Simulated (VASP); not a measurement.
Calculation: PBE GGA, VASP's PBE PAW potentials (set 64) (plane waves; VASP).

The input files of a VASP run:

**INCAR**
```
SYSTEM = Sb
PREC = Accurate
ENCUT = 480
EDIFF = 1E-7
NELM = 100
ALGO = Normal
LREAL = .FALSE.
LASPH = .TRUE.
ISMEAR = 0
SIGMA = 0.05
GGA = PE
LMAXMIX = 4
LWAVE = .FALSE.
LCHARG = .FALSE.
ISIF = 3
IBRION = 2
NSW = 40
EDIFFG = -0.01
PSTRESS = 10
```

### KPOINTS
```
K-points
0
G
  8 8 8
```

File POSCAR:
```
Sb
1.0
  3.9637956750  -2.1814618058  -0.0139564869
  3.9637956750   2.1814618058  -0.0139564869
  2.7758636361   0.0000000000   3.5728456101
Sb
2
Cartesian
  2.5066107420   0.0000000000   0.8301773811
  8.1968442441   0.0000000000   2.7147552552
```

POTCAR, in this order: Sb (PBE.64 set). Program: vasp_std.

Unless said otherwise, spin-orbit coupling is left out, though it shifts the bands of the heavy elements here.

Predict the energy per atom (σ→0), band gap (on the k-mesh).

```
Item                                                         Value
------------------------  ----------------------------------------
energy per atom (σ→0)                               -4.138 eV/atom
band gap (on the k-mesh)  none (metal, semimetal or under 0.01 eV)
```

OSZICAR:
```
...
DAV:   5    -0.827619053064E+01   -0.11928E-03   -0.11927E-03  1361   0.279E-01    0.286E+00
DAV:   6    -0.827647230659E+01   -0.28178E-03   -0.19622E-03  1291   0.408E-01    0.172E+00
DAV:   7    -0.827661396862E+01   -0.14166E-03   -0.51892E-03  1197   0.639E-01    0.862E-02
DAV:   8    -0.827673976963E+01   -0.12580E-03   -0.13811E-04  1369   0.937E-02    0.191E-02
DAV:   9    -0.827676310826E+01   -0.23339E-04   -0.29472E-05  1230   0.411E-02    0.395E-03
DAV:  10    -0.827676434543E+01   -0.12372E-05   -0.21882E-06  1426   0.103E-02    0.121E-03
DAV:  11    -0.827676442752E+01   -0.82095E-07   -0.27870E-07  1236   0.406E-03
   1 F= -.78900602E+01 E0= -.78898215E+01  d E =-.789006E+01
```

The compound is Sb in the a7 structure. It was relaxed first under an external pressure of 1 GPa.
